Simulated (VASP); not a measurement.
# Si2WC3 (Cmc2_1) in VASP: relaxation of cell and atoms with PBE

Aim: the relaxation of cell and atoms of Si2WC3 with PBE.

Program: VASP 6.6.1. These are calculated values, not measurements. Logs are shortened: lines on timing, memory, paths and dates and some standing lists are left out, and cuts for length are marked.

## (1) The structure

Symmetry: Cmc2_1, No. 36, orthorhombic system. Conventional cell: a = 9.820 Å, b = 5.638 Å, c = 4.858 Å, α = 90.00°, β = 90.00°, γ = 90.00°. Si (site symmetry 1) has 4 C at 1.86 to 1.91 Å as nearest neighbours. W (site symmetry m) is surrounded by 4 C at 2.07 to 2.20 Å. C (site symmetry 1) is surrounded by 3 Si at 1.86 to 1.88 Å and 1 W at 2.07 Å. C (site symmetry m) is surrounded by 2 Si at 1.91 Å and 1 W at 2.09 Å.

The cell was built by a generator and needn't be a form met in nature.

## (2) Relaxation of cell and atoms, PBE

INCAR

```
ALGO = Normal
EDIFF = 1E-6
EDIFFG = -0.01
ENCUT = 520
GGA = PE
IBRION = 2
ISIF = 3
ISMEAR = 0
KPAR = 4
LASPH = T
LCHARG = F
LREAL = F
LWAVE = F
NELM = 120
NSW = 90
PREC = Accurate
SIGMA = 0.1
```

KPOINTS

```
k-points
0
Gamma
  6 6 6
```

POSCAR

```
Si2WC3
1.0
    4.9100000000     -2.8190000000      0.0000000000
    4.9100000000      2.8190000000      0.0000000000
    0.0000000000      0.0000000000      4.8580000000
Si W C
4 2 6
Direct
    0.1741377400      0.4873693900      0.0144092200
    0.8258622600      0.5126306100      0.5144092200
    0.5126306100      0.8258622600      0.0144092200
    0.4873693900      0.1741377400      0.5144092200
    0.1544874100      0.8455125900      0.4491560300
    0.8455125900      0.1544874100      0.9491560300
    0.1574343500      0.4802438600      0.3974886800
    0.5197561400      0.8425656500      0.3974886800
    0.7873359300      0.2126640700      0.3960477600
    0.4802438600      0.1574343500      0.8974886800
    0.8425656500      0.5197561400      0.8974886800
    0.2126640700      0.7873359300      0.8960477600
```

Potentials or basis: VASP PAW PBE potentials, release 64 (Si, W_sv, C).

Started as:

```
$ cat potpaw_PBE.64/Si/POTCAR potpaw_PBE.64/W_sv/POTCAR potpaw_PBE.64/C/POTCAR > POTCAR
$ mpirun -np 4 vasp_std > vasp.out
```

OUTCAR:

```text
EDIFF = 1E-6
   EDIFFG = -0.01
   ENCUT = 520
   GGA = PE
   IBRION = 2
   ISIF = 3
   ISMEAR = 0
   LASPH = T
   LREAL = F
   NELM = 120
   NSW = 90
   PREC = Accurate

 ion  position               nearest neighbor table
   1  0.174  0.487  0.014-   7 1.86  11 1.88  10 1.88  12 1.91   5 2.89   4 3.00   4 3.00   2 3.09
                             2 3.09   6 3.26   6 3.28   6 3.30
   2  0.826  0.513  0.514-  11 1.86   7 1.88   8 1.88   9 1.91   6 2.89   3 3.00   3 3.00   1 3.09
                             1 3.09   5 3.26   5 3.28   5 3.30
   3  0.513  0.826  0.014-   8 1.86  10 1.88  11 1.88  12 1.91   5 2.89   2 3.00   2 3.00   4 3.09
                             4 3.09   6 3.26   6 3.28   6 3.30
   4  0.487  0.174  0.514-  10 1.86   8 1.88   7 1.88   9 1.91   6 2.89   1 3.00   1 3.00   3 3.09
                             3 3.09   5 3.26   5 3.28   5 3.30
   5  0.154  0.846  0.449-   7 2.07   8 2.07   9 2.09  12 2.20  12 2.71   3 2.89   1 2.89   6 2.99
                             6 2.99   4 3.26   2 3.26   2 3.28   4 3.28   4 3.30   2 3.30
   6  0.846  0.154  0.949-  10 2.07  11 2.07  12 2.09   9 2.20   9 2.71   4 2.89   2 2.89   5 2.99
                             5 2.99   1 3.26   3 3.26   3 3.28   1 3.28   3 3.30   1 3.30
   7  0.157  0.480  0.397-   1 1.86   2 1.88   4 1.88   5 2.07
   8  0.520  0.843  0.397-   3 1.86   4 1.88   2 1.88   5 2.07
   9  0.787  0.213  0.396-   2 1.91   4 1.91   5 2.09   6 2.20   6 2.71
  10  0.480  0.157  0.897-   4 1.86   3 1.88   1 1.88   6 2.07
  11  0.843  0.520  0.897-   2 1.86   1 1.88   3 1.88   6 2.07
  12  0.213  0.787  0.896-   1 1.91   3 1.91   6 2.09   5 2.20   5 2.71

  LATTYP: Found a base centered orthorhombic cell.
 ALAT       =     5.6380000000
 B/A-ratio  =     1.7417523945
 C/A-ratio  =     0.8616530685

  Lattice vectors:

 A1 = (  -4.9100000000,  -2.8190000000,   0.0000000000)
 A2 = (   4.9100000000,  -2.8190000000,   0.0000000000)
 A3 = (   0.0000000000,   0.0000000000,   4.8580000000)

Analysis of symmetry for initial positions (statically):
=====================================================================
 Subroutine PRICEL returns:
 Original cell was already a primitive cell.

 Routine SETGRP: Setting up the symmetry group for a
 base centered orthorhombic supercell.

 Subroutine GETGRP returns: Found  4 space group operations
 (whereof  2 operations were pure point group operations)
 out of a pool of  8 trial point group operations.

The static configuration has the point symmetry C_1h.
 The point group associated with its full space group is C_2v.

Analysis of symmetry for dynamics (positions and initial velocities):
=====================================================================
 Subroutine PRICEL returns:
 Original cell was already a primitive cell.

 Routine SETGRP: Setting up the symmetry group for a
 base centered orthorhombic supercell.

 Subroutine GETGRP returns: Found  4 space group operations
 (whereof  2 operations were pure point group operations)
 out of a pool of  8 trial point group operations.

The dynamic configuration has the point symmetry C_1h.
 The point group associated with its full space group is C_2v.

 Subroutine INISYM returns: Found  4 space group operations
 (whereof  2 operations are pure point group operations),
 and found     1 'primitive' translations

----------------------------------------------------------------------------------------

                                     Primitive cell

  volume of cell :     134.4820

  direct lattice vectors                    reciprocal lattice vectors
     4.910000000 -2.819000000  0.000000000     0.101832994 -0.177367861  0.000000000
     4.910000000  2.819000000  0.000000000     0.101832994  0.177367861  0.000000000
     0.000000000  0.000000000  4.858000000     0.000000000  0.000000000  0.205846027

  length of vectors
     5.661701246  5.661701246  4.858000000     0.204522167  0.204522167  0.205846027

  position of ions in fractional coordinates (direct lattice)
     0.174137740  0.487369390  0.014409220
     0.825862260  0.512630610  0.514409220
     0.512630610  0.825862260  0.014409220
     0.487369390  0.174137740  0.514409220
     0.154487410  0.845512590  0.449156030
     0.845512590  0.154487410  0.949156030
     0.157434350  0.480243860  0.397488680
     0.519756140  0.842565650  0.397488680
     0.787335930  0.212664070  0.396047760
     0.480243860  0.157434350  0.897488680
     0.842565650  0.519756140  0.897488680
     0.212664070  0.787335930  0.896047760

  ion indices of the primitive-cell ions
   primitive index   ion index
                 1           1
                 2           2
[... 44 lines left out ...]
  0.333333  0.166667  0.000000      4.000000
[... 16 lines left out ...]
  0.333333  0.333333  0.166667      4.000000
  0.500000  0.333333  0.166667      8.000000
 [... further k-points ...]
   k-points           NKPTS =     52   k-points in BZ     NKDIM =     52   number of bands    NBANDS=     41
   number of dos      NEDOS =    301   number of ions     NIONS =     12
   total plane-waves  NPLWV =  63504
   dimension x,y,z NGX =    42 NGY =   42 NGZ =   36
   dimension x,y,z NGXF=    84 NGYF=   84 NGZF=   72
   ions per type =               4   2   6
   NGX,Y,Z   is equivalent  to a cutoff of  12.33, 12.33, 12.32 a.u.
   NGXF,Y,Z  is equivalent  to a cutoff of  24.67, 24.67, 24.64 a.u.
 SYSTEM =  unknown system
   PREC   = accura    normal or accurate (medium, high low for compatibility)
   ISTART =      0    job   : 0-new  1-cont  2-samecut
   ICHARG =      2    charge: 1-file 2-atom 10-const
   ISPIN  =      1    spin polarized calculation?
   LNONCOLLINEAR =      F non collinear calculations
   LSORBIT =      F    spin-orbit coupling
   LASPH  =      T    aspherical Exc in radial PAW
   ENCUT  =  520.0 eV  38.22 Ry    6.18 a.u.  10.53 10.53  9.03*2*pi/ulx,y,z
   NELM   =    120;   NELMIN=  2; NELMDL= -5     # of ELM steps
   EDIFF  = 0.1E-05   stopping-criterion for ELM
   LREAL  =      F    real-space projection
   EDIFFG = -.1E-01   stopping-criterion for IOM
   NSW    =     90    number of steps for IOM
   IBRION =      2    ionic relax: 0-MD 1-quasi-New 2-CG
   NFREE  =      1    steps in history (QN), initial steepest desc. (CG)
   ISIF   =      3    stress and relaxation
   ISYM   =      2    0-nonsym 1-usesym 2-fastsym
   POTIM  = 0.5000    time-step for ionic-motion
   TEBEG  =    0.0;   TEEND  =   0.0 temperature during run
   PSTRESS=    0.0 pullay stress
   NELECT =      68.0000    total number of electrons
   NUPDOWN=      -1.0000    fix difference up-down
   EMIN   =  10.00;   EMAX   =-10.00  energy-range for DOS
   EFERMI =   0.00;   METHOD = LEGACY
   ISMEAR =     0;   SIGMA  =   0.10  broadening in eV -4-tet -1-fermi 0-gaus
   EFERMI_NEDOS =   21; number of points for ismear=-14 and -15
   IALGO  =     38    algorithm
   IMIX   =      4    mixing-type and parameters
     AMIX     =   0.40;   BMIX     =  1.00
     AMIX_MAG =   1.60;   BMIX_MAG =  1.00
  volume/ion in A,a.u.               =      11.21        75.63
  Fermi-wavevector in a.u.,A,eV,Ry     =   1.304237  2.464650 23.143967  1.701034
  Thomas-Fermi vector in A             =   2.435186
   LORBIT       =      0    0 simple, 1 ext, 2 COOP (PROOUT), +10 PAW based schemes
   GGA     = PE    functional components
   LHFCALC =     F    Hartree Fock is set to
   AEXX    =    0.0000 exact exchange contribution
   IVDW    =     0    specifies the selected vdW correction
   LEPSILON=     F    determine dielectric tensor
   LRPA    =     F    only Hartree local field effects (RPA)
 conjugate gradient relaxation of ions
 non-spin polarized calculation
 Gauss-broadening in eV      SIGMA  =   0.10
  energy-cutoff  :      520.00
  volume of cell :      134.48
 maximum number of plane-waves:      3662
   NGX = 21   NGY = 21   NGZ = 19

--------------------------------------- Ionic step        1  -------------------------------------------

 number of electron      68.0000006 magnetization

 Free energy of the ion-electron system (eV)
  ---------------------------------------------------
  ext. energy  EPLUGINS =         0.00000000
  ---------------------------------------------------
  free energy    TOTEN  =       -99.27109211 eV

  energy without entropy =      -99.25667265  energy(sigma->0) =      -99.26388238

------------------------ aborting loop because EDIFF is reached ----------------------------------------

  FORCE on cell =-STRESS in cart. coord.  units (eV):
  Direction    XX          YY          ZZ          XY          YZ          ZX
  --------------------------------------------------------------------------------------
  -------------------------------------------------------------------------------------
  Total        0.2409180      0.5774569     -0.1484583      0.0000000      0.0000000      0.0000000
  in kB        2.8702237      6.8796456     -1.7686875      0.0000000      0.0000000      0.0000000
  external PRESSURE =       2.6603940 kB  Pullay stress =       0.0000000 kB
[... 119 lines left out ...]
  FREE ENERGIE OF THE ION-ELECTRON SYSTEM (eV)
  ---------------------------------------------------
  free  energy   TOTEN  =       -99.2795797168 eV

  energy  without entropy=      -99.2660903347  energy(sigma->0) =      -99.27283503

[... ionic steps 4 to 9 ...]

--------------------------------------- Ionic step       10  -------------------------------------------

 number of electron      67.9999999 magnetization

------------------------ aborting loop because EDIFF is reached ----------------------------------------
[... 87 lines left out ...]
--------------------------------------- Ionic step       12  -------------------------------------------

 number of electron      67.9999999 magnetization

 Free energy of the ion-electron system (eV)
  ---------------------------------------------------
  ext. energy  EPLUGINS =         0.00000000
  ---------------------------------------------------
  free energy    TOTEN  =       -99.28518374 eV

  energy without entropy =      -99.27178564  energy(sigma->0) =      -99.27848469

 E-fermi :   9.2738     XC(G=0): -11.7519

 val. band max:        9.2225629659   @ k =   0.3333   0.3333   0.3333
 cond. band min:       9.2739930870   @ k =   0.3333   0.0000   0.0000
 fundamental gap:      0.0514301211
 Fermi energy:         9.2738149444

 k-point     1 :       0.0000    0.0000    0.0000
  band No.  band energies     occupation
      1     -65.4419      2.00000
      2     -65.4203      2.00000
      3     -29.7824      2.00000
      4     -29.7684      2.00000
      5     -29.7426      2.00000
      6     -29.7259      2.00000
[... 1045 lines left out ...]
     40      11.5626      0.00000
     41      12.9281      0.00000

 [... further k-points ...]

------------------------ aborting loop because EDIFF is reached ----------------------------------------

  FORCE on cell =-STRESS in cart. coord.  units (eV):
  Direction    XX          YY          ZZ          XY          YZ          ZX
  --------------------------------------------------------------------------------------
  -------------------------------------------------------------------------------------
  Total       -0.0168250      0.0072247      0.0012254      0.0000000      0.0000000      0.0000000
  in kB       -0.2006319      0.0861514      0.0146121      0.0000000      0.0000000      0.0000000
  external PRESSURE =      -0.0332894 kB  Pullay stress =       0.0000000 kB
[... 27 lines left out ...]
  FREE ENERGIE OF THE ION-ELECTRON SYSTEM (eV)
  ---------------------------------------------------
  free  energy   TOTEN  =       -99.2851837383 eV

  energy  without entropy=      -99.2717856380  energy(sigma->0) =      -99.27848469

 reached required accuracy - stopping structural energy minimisation
```

Wall time 6.6 min (4 MPI ranks of Intel Xeon Platinum 8488C (Sapphire Rapids), shared host); peak memory 0.4 GiB.

Results:

```yaml
Free_energy: -99.2852 eV
Relaxed_volume: 11.20 Å³/atom
Relaxed_cell: a = 5.673 Å, b = 5.673 Å, c = 4.827 Å, α = 90.00°, β = 90.00°, γ = 59.87°
Space_group_after_relaxing_to_0.05_Å: Cmc2_1 (No. 36)
Energy_gained_by_relaxing: 1.2 meV/atom
Ionic_steps: 12
Pressure_after_relaxing: 0.0 GPa
Largest_force_after_relaxing: 0.008 eV/Å
Band_gap_on_the_k_mesh: none (metal or under the smearing width)
```

Forces on the atoms (eV/Å):
```
Si   0.000 -0.005  0.003
Si   0.000  0.005  0.003
Si   0.000 -0.005  0.003
Si   0.000  0.005  0.003
W    0.000  0.003  0.001
W    0.000 -0.003  0.001
C    0.003  0.000 -0.003
C   -0.003  0.000 -0.003
C    0.000  0.008 -0.001
C    0.003  0.000 -0.003
C   -0.003  0.000 -0.003
C    0.000 -0.008 -0.001
```

The path:
```csv
step,energy change (eV),largest force (eV/Å),pressure (GPa),volume (Å³)
1,0.0000,0.2255,0.27,134.48
2,-0.0075,0.1143,-0.39,134.84
3,-0.0085,0.1064,-0.74,135.04
4,-0.0122,0.0631,0.03,134.51
5,-0.0122,0.0666,0.10,134.46
6,-0.0134,0.0277,-0.01,134.43
7,-0.0137,0.0262,-0.09,134.41
8,-0.0139,0.0293,0.09,134.30
9,-0.0139,0.0278,0.08,134.31
10,-0.0141,0.0118,0.02,134.34
11,-0.0141,0.0190,0.00,134.36
12,-0.0141,0.0082,0.00,134.36
```

Final structure:
```
Si W C
1.0
     4.91598   -2.83100    0.00000
     4.91598    2.83100    0.00000
     0.00000    0.00000    4.82710
Si W C
4 2 6
Cartesian
  3.2450 0.8805 0.0652
  6.5870 -0.8805 2.4787
  6.5870 0.8805 0.0652
  3.2450 -0.8805 2.4787
  4.9160 1.9689 2.1423
  4.9160 -1.9689 4.5559
  3.1387 0.9155 1.9220
  6.6932 0.9155 1.9220
  4.9160 -1.6230 1.9397
  3.1387 -0.9155 4.3356
  6.6932 -0.9155 4.3356
  4.9160 1.6230 4.3532
```

Spin-orbit coupling is left out, which matters for the levels of W.
